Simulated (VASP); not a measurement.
InAs: relaxation of cell and atoms with PBEsol

Crystal: InAs.

```
In As
1.0
     0.00000    3.04545    3.04545
     3.04545    0.00000    3.04545
     3.04545    3.04545    0.00000
In As
1 1
Direct
  0.00000 0.00000 0.00000
  0.25000 0.25000 0.25000
```

* Program: VASP 6.6.1
* Task: relaxation of cell and atoms
* Functional: PBEsol
* Potentials or basis: VASP PAW PBE potentials, release 64 (In_d, As)
* Cutoff: 600 eV
* k mesh: 10 × 10 × 10
* Occupations: gaussian, width 0.03 eV
* Spin: no spin polarisation
* Further INCAR settings: ALGO = Normal; EDIFF = 1e-07; IBRION = 2; EDIFFG = -0.005; NSW = 90; ISIF = 3

```json
{
 "Pressure after relaxing": "0.0 GPa",
 "Band gap on the k mesh": "none (metal or under the smearing width)"
}
```

Final structure:
```cif
data_structure
_symmetry_space_group_name_H-M 'P 1'
_symmetry_Int_Tables_number 1
_cell_length_a 4.3069
_cell_length_b 4.3069
_cell_length_c 4.3069
_cell_angle_alpha 60.000
_cell_angle_beta 60.000
_cell_angle_gamma 60.000
_cell_volume 56.49
loop_
_atom_site_label
_atom_site_type_symbol
_atom_site_fract_x
_atom_site_fract_y
_atom_site_fract_z
_atom_site_occupancy
In1 In 0.00000 0.00000 0.00000 1
As1 As 0.25000 0.25000 0.25000 1
```

Levels at points of the mesh, in eV from the Fermi level:
| k point | band 6 | band 7 | band 8 | band 9 | band 10 | band 11 | band 12 | band 13 |
| --- | --- | --- | --- | --- | --- | --- | --- | --- |
| (0.00, 0.00, 0.00) | -11.76 | -0.40 | -0.01 | -0.01 | -0.01 | 3.84 | 3.84 | 3.84 |
| (0.50, 0.00, 0.00) | -10.34 | -5.71 | -0.97 | -0.97 | 0.82 | 4.60 | 4.60 | 6.68 |
| (0.50, 0.50, 0.00) | -9.82 | -5.80 | -2.28 | -2.28 | 1.47 | 1.97 | 8.93 | 9.06 |

Run time: 25 s on 4 MPI ranks on Intel(R) Xeon(R) Platinum 8259CL CPU @ 2.50GHz (Skylake/Cascade Lake), with other jobs on the host, peak memory 0.23 GiB a rank.

Caveat: the relaxation stopped at its first step, so nothing moved; the PAW data sets were made with another functional, which shifts forces and pressure a little; this crystal is a semiconductor, whose small gap the functional closes, so the metal is an error of the method.
